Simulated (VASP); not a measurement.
These are PBE GGA, VASP's PBE PAW potentials (set 64) (plane waves; VASP) values and carry that method's errors.

The input files of a VASP run:

KPOINTS:
```
Automatic mesh
0
Gamma
11 11 6
0 0 0
```

**INCAR**
```
SYSTEM = Gd
PREC = Accurate
ENCUT = 400
EDIFF = 1E-6
NELM = 100
ALGO = Fast
LREAL = .FALSE.
LASPH = .TRUE.
ISMEAR = 1
SIGMA = 0.1
GGA = PE
LMAXMIX = 6
LWAVE = .FALSE.
LCHARG = .FALSE.
ISIF = 2
```

**POSCAR**
```
Gd
1.0
  1.7791390000  -3.1852460000   0.0000000000
  1.7791390000   3.1852460000   0.0000000000
  0.0000000000   0.0000000000   5.6523990000
Gd
2
Direct
  0.3333330000   0.6666670000   0.2500000000
  0.6786830000   0.3453490000   0.7500000000
```

POTCAR, in this order: Gd_3 (PBE.64 set). Program: vasp_std.

What VASP printed:

OSZICAR:
```
       N       E                     dE             d eps       ncg     rms          rms(c)
DAV:   1     0.339270616193E+02    0.33927E+02   -0.78244E+03  6368   0.101E+03
DAV:   2    -0.764443301110E+01   -0.41571E+02   -0.40510E+02  7289   0.208E+02
DAV:   3    -0.911409610771E+01   -0.14697E+01   -0.13844E+01  8555   0.249E+01
DAV:   4    -0.914034912903E+01   -0.26253E-01   -0.26044E-01  7670   0.346E+00
DAV:   5    -0.914108482234E+01   -0.73569E-03   -0.73550E-03  9258   0.426E-01    0.232E+01
RMM:   6    -0.914268417819E+01   -0.15994E-02   -0.18538E-02  6401   0.106E+00    0.139E+01
RMM:   7    -0.915176880613E+01   -0.90846E-02   -0.51376E-02  8404   0.161E+00    0.212E-01
RMM:   8    -0.915154215645E+01    0.22665E-03   -0.33624E-03  7729   0.547E-01    0.663E-02
RMM:   9    -0.915150734081E+01    0.34816E-04   -0.53549E-04  8054   0.181E-01    0.289E-02
RMM:  10    -0.915151330634E+01   -0.59655E-05   -0.94674E-05  8332   0.628E-02    0.106E-02
RMM:  11    -0.915151325762E+01    0.48725E-07   -0.20060E-05  8503   0.295E-02    0.521E-03
RMM:  12    -0.915151391319E+01   -0.65557E-06   -0.38853E-06  6399   0.132E-02
   1 F= -.91515139E+01 E0= -.91514280E+01  d E =-.257875E-03
```

### OUTCAR
```
------------------------ aborting loop because EDIFF is reached ----------------------------------------
  FORCE on cell =-STRESS in cart. coord.  units (eV):
  Direction    XX          YY          ZZ          XY          YZ          ZX
  --------------------------------------------------------------------------------------
  Total        0.8440263      0.0361740      0.5502126     -0.0551740      0.0000000      0.0000000
  in kB       21.1081862      0.9046735     13.7602211     -1.3798420      0.0000000      0.0000000
  external PRESSURE =      11.9243603 kB  Pullay stress =       0.0000000 kB
  volume of cell :       64.06
      direct lattice vectors                 reciprocal lattice vectors
     1.779139000 -3.185246000  0.000000000     0.281034815 -0.156973747  0.000000000
     1.779139000  3.185246000  0.000000000     0.281034815  0.156973747  0.000000000
     0.000000000  0.000000000  5.652399000     0.000000000  0.000000000  0.176916032
 POSITION                                       TOTAL-FORCE (eV/Angst)
 -----------------------------------------------------------------------------------
      1.77914      1.06175      1.41310         0.039123     -0.040342      0.000000
      1.82190     -1.06175      4.23930        -0.039123      0.040342     -0.000000
 -----------------------------------------------------------------------------------
    total drift:                               -0.000002     -0.000000     -0.000000
  FREE ENERGIE OF THE ION-ELECTRON SYSTEM (eV)
  ---------------------------------------------------
  free  energy   TOTEN  =        -9.1515139132 eV

  energy  without entropy=       -9.1512560377  energy(sigma->0) =       -9.15142795
```
(Selected blocks of OUTCAR.)

The 4f electrons are frozen in the core of the lanthanide potential, so 4f levels, which can set the real gap, and their magnetism are missing.

The compound is Gd in the hcp structure. The cell was not relaxed at this level, atoms are displaced from their ideal sites. The run is one of a series of settings (ALGO = Fast against the base run), some of them coarse on purpose.
